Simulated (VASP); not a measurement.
Here is a VASP 6.6.1 calculation.

The input INCAR:

```
ALGO = Normal ; EDIFF = 1E-7
ENCUT = 520 ; GGA = PE
ISIF = 2 ; ISMEAR = 0
LASPH = True ; LCHARG = False
LREAL = False ; LWAVE = False
NBANDS = 23 ; NELM = 100
PREC = Accurate ; SIGMA = 0.01
```

KPOINTS

```
k-points
0
Gamma
  6 6 6
```

The input POSCAR:

```
LiBiSe2
1.0
    2.0599089233      1.1892889714      6.6134011388
   -2.0599089233      1.1892889714      6.6134011388
    0.0000000000     -2.3785779428      6.6134011388
Li Bi Se
1 1 2
Direct
    1.0000000000      0.0000000000      0.0000000000
    0.5000000000      0.5000000000      0.5000000000
    0.2543314319      0.2543314319      0.2543314319
    0.7456685681      0.7456685681      0.7456685681
```

Potentials or basis: VASP PAW PBE potentials, release 64 (Li_sv, Bi_d, Se).

Run with:

```sh
$ cat potpaw_PBE.64/Li_sv/POTCAR potpaw_PBE.64/Bi_d/POTCAR potpaw_PBE.64/Se/POTCAR > POTCAR
$ mpirun -np 1 vasp_std > vasp.out
```

Estimate the largest force.

0.164 eV/Å.

Predict the band gap on the k mesh.

1.05 eV, direct.

Forces on the atoms (eV/Å):
```
Li   0.000  0.000  0.000
Bi   0.000  0.000  0.000
Se   0.000  0.000  0.164
Se   0.000  0.000 -0.164
```

Caveat: spin-orbit coupling is left out, which as a rule narrows the gap of such compounds by several tenths of an eV. A k mesh can miss the band edges.
